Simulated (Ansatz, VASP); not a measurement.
LiSi2C3 in VASP and in Ansatz

The input INCAR:

```
SYSTEM = LiSi2C3
PREC = Accurate ; ENCUT = 520
EDIFF = 1E-6 ; ISMEAR = 0
SIGMA = 0.1 ; LREAL = .FALSE.
LASPH = .TRUE. ; NELM = 100
ALGO = Normal ; ISIF = 2
LWAVE = .FALSE. ; LCHARG = .FALSE.
GGA = PE ; NBANDS = 20
```

Contents of KPOINTS:

```
Automatic mesh
0
G
  6 6 2
  0 0 0
```

Contents of POSCAR:

```
LiSi2C3
1.0
    3.1378657000      0.0000000000      0.0000000000
   -1.5689328500      2.7174714100      0.0000000000
    0.0000000000      0.0000000000      7.6920265800
Li Si C
1 2 3
Direct
    0.0000000000      0.0000000000      0.0000000000
    0.6666666700      0.3333333300      0.6382100400
    0.3333333300      0.6666666700      0.3617899600
    0.3333333300      0.6666666700      0.7764200700
    0.6666666700      0.3333333300      0.2235799300
    0.0000000000      0.0000000000      0.5000000000
```

Input for Ansatz:

```yaml
crystal:
  lattice:
    - [3.1378657, 0.0, 0.0]
    - [-1.56893285, 2.71747141, 0.0]
    - [0.0, 0.0, 7.69202658]
  atoms:
    - { symbol: Li, position: [0.0, 0.0, 0.0] }
    - { symbol: Si, position: [0.66666667, 0.33333333, 0.63821004] }
    - { symbol: Si, position: [0.33333333, 0.66666667, 0.36178996] }
    - { symbol: C, position: [0.33333333, 0.66666667, 0.77642007] }
    - { symbol: C, position: [0.66666667, 0.33333333, 0.22357993] }
    - { symbol: C, position: [0.0, 0.0, 0.5] }
basis:
  ecutwfc: 420
kpoints:
  mp_grid: { grid: [6, 6, 2] }
hamiltonian:
  xc: pbe
scf:
  occupations: { method: gaussian, width: 0.1 }
  lower_state_search: "off"
output:
  forces: true
  stress: true
  eigenvalues: true
```

Alike in both runs: task single point; functional PBE; k mesh 6 × 6 × 2; occupations gaussian, width 0.1 eV; no spin polarisation.

```csv
,VASP,Ansatz
version,VASP 6.6.1,Ansatz 0.2.0
potentials or method,"VASP PAW PBE potentials, release 64 (Li_sv, Si, C)","scalar-relativistic, plane waves, PAW"
plane-wave cutoff (eV),520,420
valence electrons in the cell,23,23
```

Ansatz gave:

```
gap on the k mesh at the Fermi level (eV) : none
rms of the force components (eV/Å)        : 1.376
```

**Question.** Which values does VASP return?

**Answer.** gap on the k mesh at the Fermi level (eV): none; rms of the force components (eV/Å): 1.373.

Atom by atom the forces differ by 0.005 eV/Å (rms over components). A gap of «none» marks a metal or a gap that the smearing closes.

Caveats: the k mesh is coarse (spacing up to 0.41 Å⁻¹), so the values aren't converged; forces of over 1 eV/Å show positions far from the minimum, so gaps and moduli don't describe the material at rest.
